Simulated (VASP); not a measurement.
Input:

```xyz
4
Lattice="2.2541 -3.9042 0.0000 2.2541 3.9042 0.0000 0.0000 0.0000 7.3645" Properties=species:S:1:pos:R:3 pbc="T T T"
Cd     2.2541    -1.3014     3.6833
Cd     2.2541     1.3014     0.0010
Se     2.2541    -1.3014     6.4503
Se     2.2541     1.3014     2.7680
```

These are vdW-DF2, VASP's PBE PAW potentials (set 64) (plane waves; VASP) values and carry that method's errors. Run with 520 eV cut-off, Gaussian smearing of 0.050 eV, potentials Cd Se.

Estimate the band gap (along the path) with the smallest direct gap where there is one.

```yaml
band gap (along the path): 0.08 eV
smallest direct gap (along the path): 0.08 eV
```

Only differences to runs with the same potentials and settings are physical.

The compound is CdSe in the wurtzite structure. It was relaxed first, which changed the volume by +15 %.
